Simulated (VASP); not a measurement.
Consider the following.

```xyz
2
Lattice="2.7209 0.0000 0.0000 -1.3604 2.3564 0.0000 0.0000 0.0000 4.4140" Properties=species:S:1:pos:R:3 pbc="T T T"
Ir     0.0000     1.5709     1.1035
Ir     1.3604     0.7855     3.3105
```

The numbers are results of PBEsol GGA with spin-orbit coupling, VASP's PBE PAW potentials (set 64) (plane waves; VASP), not measurements. Settings: 400 eV cut-off, 14×14×8 Γ-centred mesh, Gaussian smearing of 0.050 eV, potentials Ir.

### Question
Give the energies of bands 11 to 24 at the high-symmetry points, in eV from the Fermi level.

### Answer

```tsv
band	Γ	M	K	A	L	H
11	-3.45	-3.61	-4.24	-4.46	-2.26	-4.17
12	-3.45	-3.61	-4.24	-4.46	-2.26	-4.17
13	-2.76	-2.92	-2.41	-3.64	-1.06	-2.79
14	-2.76	-2.92	-2.41	-3.64	-1.06	-2.79
15	-2.45	0.71	-0.32	-3.64	-1.06	-2.06
16	-2.45	0.71	-0.32	-3.64	-1.06	-2.06
17	-2.01	0.72	0.20	-0.57	0.92	0.22
18	-2.01	0.72	0.20	-0.57	0.92	0.22
19	-1.02	1.29	0.31	-0.57	0.92	0.38
20	-1.02	1.29	0.31	-0.57	0.92	0.38
21	-0.09	3.02	4.46	-0.26	2.01	6.87
22	-0.09	3.02	4.46	-0.26	2.01	6.87
23	0.61	4.37	4.50	-0.26	2.01	7.15
24	0.61	4.37	4.50	-0.26	2.01	7.15
```

It has no gap at this level: it comes out as a metal or semimetal.

The structure was generated: Ir was put into the hcp type (P6_3/mmc), which need not be its known phase. It was relaxed first.
